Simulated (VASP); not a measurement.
An input for Ansatz (written as the equivalent of a VASP run, and not itself run):

Ansatz 0.2 input:
```yaml
crystal:
  lattice:
    - [1.5128448, 0.8734413, 5.4490696]
    - [-1.5128448, 0.8734413, 5.4490696]
    - [0.0000000, -1.7468825, 5.4490696]
  atoms:
    - { symbol: Mg, position: [0.0000000, 0.0000000, 0.0000000] }
    - { symbol: Zr, position: [0.5000000, 0.5000000, 0.5000000] }
kpoints:
  mp_grid: { grid: [16, 16, 16] }
hamiltonian:
  xc: pbesol
  pseudopotentials: { kind: paw }
scf:
  occupations: { method: tetrahedron }
  max_iter: 100
output: { forces: true, stress: true, eigenvalues: true }
```

Task: Write the VASP files for the same calculation (PBEsol).

Result: Several could match; the one computed here: 
POSCAR:
```
MgZr
1
    1.5128448311     0.8734412606     5.4490696480
   -1.5128448311     0.8734412606     5.4490696480
   -0.0000000000    -1.7468825212     5.4490696480
Mg Zr
1 1
Direct
  0.0000000000   0.0000000000   0.0000000000
  0.5000000000   0.5000000000   0.5000000000
```

INCAR:
```
ALGO = Normal
EDIFF = 1E-7
ENCUT = 400
GGA = PS
ISIF = 2
ISMEAR = -5
LASPH = .TRUE.
LCHARG = .TRUE.
LMAXMIX = 4
LORBIT = 11
LREAL = .FALSE.
LWAVE = .FALSE.
NEDOS = 601
NELM = 100
PREC = Accurate
SYSTEM = MgZr
```

**KPOINTS**
```
Automatic mesh
0
Gamma
16 16 16
0 0 0
```

POTCAR, in this order: Mg Zr_sv (PBE.64 set). Program: vasp_std.

Limits of the translation: each code has its own PAW files, so the cut-off isn't converted (ENCUT is set for VASP's; basis.ecutwfc is left out, and Ansatz then takes the one that its files recommend); Ansatz stops its SCF on the density residual and VASP on the energy change (EDIFF).

The structure comes from a computed database's MgZr entry (R-3m); how it stands against other phases isn't given here. It was relaxed first.
